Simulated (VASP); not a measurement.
Here is the system:

```
CELL_PARAMETERS angstrom
      0.00000     3.36179     3.36179
      3.36179     0.00000     3.36179
      3.36179     3.36179     0.00000
ATOMIC_POSITIONS crystal
  Sr 0.00000 0.00000 0.00000
  Te 0.50000 0.50000 0.50000
```

These are PBE GGA, VASP's PBE PAW potentials (set 64) (plane waves; VASP) values and carry that method's errors. Numerical set-up: 500 eV cut-off, 7×7×7 Γ-centred mesh, Gaussian smearing of 0.050 eV, potentials Sr_sv Te.

Energy and stress use the plane-wave basis of the starting cell.

Question: The ions, cell shape and volume at an external pressure of 5.0 GPa are relaxed. What does this cell relax into?

Answer: 
```
CELL_PARAMETERS angstrom
      0.00000     3.23063     3.23063
      3.23063     0.00000     3.23063
      3.23063     3.23063     0.00000
ATOMIC_POSITIONS crystal
  Sr 0.00000 0.00000 0.00000
  Te 0.50000 0.50000 0.50000
```
Space group Fm-3m (225), at a tolerance of 0.03 Å.

Question: How do energy and volume change from the first to the last step?

Answer: The energy (σ→0) changes by +60.3 meV/atom and the volume by -11.3 %, in 3 ionic steps.

| step | E(σ→0) (eV) | max force (eV/Å) | pressure (GPa) | volume (Å³) |
|---|---|---|---|---|
| 1 | -8.2686 | 0.000 | 0.01 | 75.99 |
| 2 | -7.9954 | 0.000 | 8.29 | 63.71 |
| 3 | -8.1480 | 0.000 | 4.99 | 67.44 |

The compound is SrTe in the rock salt structure. This run relaxes it under an external pressure of 5 GPa. Symmetry was kept, so distortions that lower it aren't found.
